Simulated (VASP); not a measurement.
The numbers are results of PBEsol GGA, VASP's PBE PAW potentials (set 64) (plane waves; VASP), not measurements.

VASP input:

**POSCAR**
```
B2O3
1
    3.9163955836    -2.3120364505     0.0000000000
    3.9163955836     2.3120364505     0.0000000000
    0.0000000000     0.0000000000     4.1380575165
B O
4 6
Direct
  0.3244136895   0.0057717630   0.4323839199
  0.6755863105   0.9942282370   0.9323839199
  0.9942282370   0.6755863105   0.4323839199
  0.0057717630   0.3244136895   0.9323839199
  0.2453316892   0.7546683108   0.4999792238
  0.7546683108   0.2453316892   0.9999792238
  0.6604360292   0.9210166989   0.5813314683
  0.3395639708   0.0789833011   0.0813314683
  0.0789833011   0.3395639708   0.5813314683
  0.9210166989   0.6604360292   0.0813314683
```

INCAR:
```
# general
SYSTEM    =  B2O3
PREC      =  Accurate
ENCUT     =  520   # plane-wave cut-off (eV)
LREAL     =  .FALSE.
LASPH     =  .TRUE.   # aspherical one-centre terms

# electronic loop
EDIFF     =  1E-7   # SCF stop (eV)
NELM      =  100   # most electronic steps
ALGO      =  Normal

# smearing
ISMEAR    =  0   # Gaussian
SIGMA     =  0.01   # width (eV)

# functional
GGA       =  PS   # PBEsol

# ions
ISIF      =  2   # forces and stress, cell fixed

# output
LWAVE     =  .FALSE.
LCHARG    =  .FALSE.

# other
LCALCPOL  =  .TRUE.
DIPOL     =  0.123 0.137 0.151
```

### KPOINTS
```
Automatic mesh
0
Gamma
6 6 6
0 0 0
```

POTCAR, in this order: B O (PBE.64 set). Program: vasp_std.

The resulting files:

File OUTCAR:
```
 ion  position               nearest neighbor table
   1  0.324  0.006  0.432-   5 1.38   8 1.50   9 1.51   7 1.51
   2  0.676  0.994  0.932-   6 1.38   7 1.50  10 1.51   8 1.51
   3  0.994  0.676  0.432-   5 1.38  10 1.50   7 1.51   9 1.51
   4  0.006  0.324  0.932-   6 1.38   9 1.50   8 1.51  10 1.51
   5  0.245  0.755  0.500-   1 1.38   3 1.38
   6  0.755  0.245  1.000-   2 1.38   4 1.38
   7  0.660  0.921  0.581-   2 1.50   3 1.51   1 1.51
   8  0.340  0.079  0.081-   1 1.50   4 1.51   2 1.51
   9  0.079  0.340  0.581-   4 1.50   1 1.51   3 1.51
  10  0.921  0.660  0.081-   3 1.50   2 1.51   4 1.51
  LATTYP: Found a base centered orthorhombic cell.
 ALAT       =     4.6240729010
 B/A-ratio  =     1.6939160206
 C/A-ratio  =     0.8948945237
 Subroutine PRICEL returns:
 Original cell was already a primitive cell.
 Subroutine GETGRP returns: Found  4 space group operations
The static configuration has the point symmetry C_1h.
 The point group associated with its full space group is C_2v.
The dynamic configuration has the point symmetry C_1h.
 Subroutine INISYM returns: Found  4 space group operations
 Subroutine IBZKPT returns following result:
 Found     52 irreducible k-points:

 Following reciprocal coordinates:
            Coordinates               Weight
  0.000000  0.000000  0.000000      1.000000
  0.166667  0.000000  0.000000      4.000000
  0.333333  0.000000  0.000000      4.000000
  0.500000  0.000000  0.000000      2.000000
  0.166667  0.166667  0.000000      2.000000
  0.333333  0.166667  0.000000      4.000000
  0.500000  0.166667  0.000000      4.000000
 -0.333333  0.166667  0.000000      4.000000
 -0.166667  0.166667  0.000000      2.000000
  0.333333  0.333333  0.000000      2.000000
  0.500000  0.333333  0.000000      4.000000
 -0.333333  0.333333  0.000000      2.000000
  0.500000  0.500000  0.000000      1.000000
  0.000000  0.000000  0.166667      2.000000
  0.166667  0.000000  0.166667      8.000000
  0.333333  0.000000  0.166667      8.000000
  0.500000  0.000000  0.166667      4.000000
  0.166667  0.166667  0.166667      4.000000
  0.333333  0.166667  0.166667      8.000000
  0.500000  0.166667  0.166667      8.000000
 -0.333333  0.166667  0.166667      8.000000
 -0.166667  0.166667  0.166667      4.000000
  0.333333  0.333333  0.166667      4.000000
  0.500000  0.333333  0.166667      8.000000
 -0.333333  0.333333  0.166667      4.000000
  0.500000  0.500000  0.166667      2.000000
  0.000000  0.000000  0.333333      2.000000
  0.166667  0.000000  0.333333      8.000000
  0.333333  0.000000  0.333333      8.000000
  0.500000  0.000000  0.333333      4.000000
  0.166667  0.166667  0.333333      4.000000
  0.333333  0.166667  0.333333      8.000000
  0.500000  0.166667  0.333333      8.000000
 -0.333333  0.166667  0.333333      8.000000
 -0.166667  0.166667  0.333333      4.000000
  0.333333  0.333333  0.333333      4.000000
  0.500000  0.333333  0.333333      8.000000
 -0.333333  0.333333  0.333333      4.000000
  0.500000  0.500000  0.333333      2.000000
  0.000000  0.000000  0.500000      1.000000
 Subroutine IBZKPT_HF returns following result:
   k-points           NKPTS =     52   k-points in BZ     NKDIM =     52   number of bands    NBANDS=     30
   number of dos      NEDOS =    301   number of ions     NIONS =     10
   total plane-waves  NPLWV =  41472
   dimension x,y,z NGX =    36 NGY =   36 NGZ =   32
   dimension x,y,z NGXF=    72 NGYF=   72 NGZF=   64
   ions per type =               4   6
   PREC   = accura    normal or accurate (medium, high low for compatibility)
...
```

**OSZICAR**
```
       N       E                     dE             d eps       ncg     rms          rms(c)
DAV:   1     0.275928170387E+03    0.27593E+03   -0.27735E+04  3120   0.157E+03
DAV:   2    -0.751919735871E+02   -0.35112E+03   -0.33949E+03  4056   0.358E+02
DAV:   3    -0.888766437761E+02   -0.13685E+02   -0.13637E+02  3744   0.755E+01
DAV:   4    -0.890290932943E+02   -0.15245E+00   -0.15217E+00  3752   0.859E+00
DAV:   5    -0.890315832772E+02   -0.24900E-02   -0.24893E-02  3648   0.109E+00    0.155E+01
DAV:   6    -0.840509164097E+02    0.49807E+01   -0.19005E+01  3702   0.268E+01    0.591E+00
DAV:   7    -0.839422778448E+02    0.10864E+00   -0.81268E-01  3744   0.556E+00    0.349E+00
DAV:   8    -0.839072873492E+02    0.34990E-01   -0.19108E-01  3732   0.313E+00    0.609E-01
DAV:   9    -0.839010927042E+02    0.61946E-02   -0.20294E-02  3738   0.119E+00    0.252E-01
DAV:  10    -0.839011786271E+02   -0.85923E-04   -0.13764E-02  3738   0.802E-01    0.114E-01
DAV:  11    -0.839011746899E+02    0.39372E-05   -0.23431E-03  3732   0.402E-01    0.291E-02
DAV:  12    -0.839011709432E+02    0.37467E-05   -0.22099E-04  3744   0.128E-01    0.952E-03
DAV:  13    -0.839011780779E+02   -0.71347E-05   -0.38661E-05  3752   0.437E-02    0.961E-03
DAV:  14    -0.839011772722E+02    0.80568E-06   -0.56049E-06  3800   0.210E-02    0.286E-03
DAV:  15    -0.839011772824E+02   -0.10163E-07   -0.18571E-06  3744   0.944E-03    0.737E-04
DAV:  16    -0.839011772856E+02   -0.31805E-08   -0.70844E-08  2496   0.197E-03
   1 F= -.83901177E+02 E0= -.83901177E+02  d E =-.333986E-45
```

### OUTCAR
```
------------------------ aborting loop because EDIFF is reached ----------------------------------------
  FORCE on cell =-STRESS in cart. coord.  units (eV):
  Direction    XX          YY          ZZ          XY          YZ          ZX
  --------------------------------------------------------------------------------------
  Total        0.1421972      0.0698415      0.0074101      0.0000000      0.0000000      0.0000000
  in kB        3.0401421      1.4931952      0.1584258      0.0000000      0.0000000      0.0000000
  external PRESSURE =       1.5639210 kB  Pullay stress =       0.0000000 kB
  volume of cell :       74.94
      direct lattice vectors                 reciprocal lattice vectors
     3.916395584 -2.312036450  0.000000000     0.127668411 -0.216259566  0.000000000
     3.916395584  2.312036450  0.000000000     0.127668411  0.216259566  0.000000000
     0.000000000  0.000000000  4.138057516     0.000000000  0.000000000  0.241659280
 POSITION                                       TOTAL-FORCE (eV/Angst)
 -----------------------------------------------------------------------------------
      1.29314     -0.73671      1.78923         0.010473      0.008099     -0.000706
      6.53965      0.73671      3.85826        -0.010473     -0.008099     -0.000706
      6.53965     -0.73671      1.78923        -0.010473      0.008099     -0.000706
      1.29314      0.73671      3.85826         0.010473     -0.008099     -0.000706
      3.91640      1.17760      2.06894        -0.000000      0.009865     -0.004093
      3.91640     -1.17760      4.13797        -0.000000     -0.009865     -0.004093
      6.19359      0.60247      2.40558        -0.007364     -0.008414      0.002752
      1.63920     -0.60247      0.33655         0.007364      0.008414      0.002752
      1.63920      0.60247      2.40558         0.007364     -0.008414      0.002752
      6.19359     -0.60247      0.33655        -0.007364      0.008414      0.002752
 -----------------------------------------------------------------------------------
    total drift:                                0.000001      0.000000     -0.001261
  FREE ENERGIE OF THE ION-ELECTRON SYSTEM (eV)
  ---------------------------------------------------
  free  energy   TOTEN  =       -83.9011772856 eV

  energy  without entropy=      -83.9011772856  energy(sigma->0) =      -83.90117729

            Ionic dipole moment: p[ion]=(   -48.87662    -1.55369    24.38273 ) |e| Angst

 Total electronic dipole moment: p[elc]=(    -0.00000    -0.00000    -2.32444 ) |e| Angst
```
(Selected blocks of OUTCAR.)

### OUTCAR
```
 val. band max:        2.7179264352   @ k =  -0.1667   0.1667   0.3333

 cond. band min:      11.1337349879   @ k =   0.0000   0.0000   0.0000


 Fermi energy:         2.8156743073

 k-point     1 :       0.0000    0.0000    0.0000
  band No.  band energies     occupation
      1     -19.3184      2.00000
      2     -16.3481      2.00000
      3     -16.2296      2.00000
      4     -16.0046      2.00000
      5     -15.1141      2.00000
      6     -15.0012      2.00000
      7      -7.2528      2.00000
      8      -6.8804      2.00000
      9      -6.6900      2.00000
     10      -5.1935      2.00000
     11      -4.6577      2.00000
     12      -4.0732      2.00000
     13      -3.0413      2.00000
     14      -2.9444      2.00000
     15      -2.1134      2.00000
     16      -1.3406      2.00000
     17       0.8757      2.00000
     18       0.8908      2.00000
     19       1.1987      2.00000
     20       1.2705      2.00000
     21       1.2930      2.00000
     22       2.0762      2.00000
     23       2.4087      2.00000
     24       2.4320      2.00000
     25      11.1337      0.00000
     26      11.7385      0.00000
     27      12.2486      0.00000
     28      12.9958      0.00000
     29      13.2830      0.00000
     30      14.4941      0.00000

 k-point     2 :       0.1667    0.0000    0.0000
  band No.  band energies     occupation
      1     -19.1911      2.00000
      2     -16.7541      2.00000
      3     -16.2661      2.00000
      4     -15.7363      2.00000
      5     -15.1545      2.00000
      6     -15.0308      2.00000
      7      -7.1918      2.00000
      8      -6.9475      2.00000
      9      -6.1684      2.00000
     10      -5.1514      2.00000
     11      -4.6381      2.00000
     12      -4.3729      2.00000
     13      -3.0532      2.00000
     14      -2.5096      2.00000
     15      -2.1825      2.00000
     16      -1.4690      2.00000
     17       0.5944      2.00000
     18       0.9495      2.00000
...
```

The structure comes from a computed database's B2O3 entry (Cmc2_1); how it stands against other phases isn't given here. It was relaxed first.
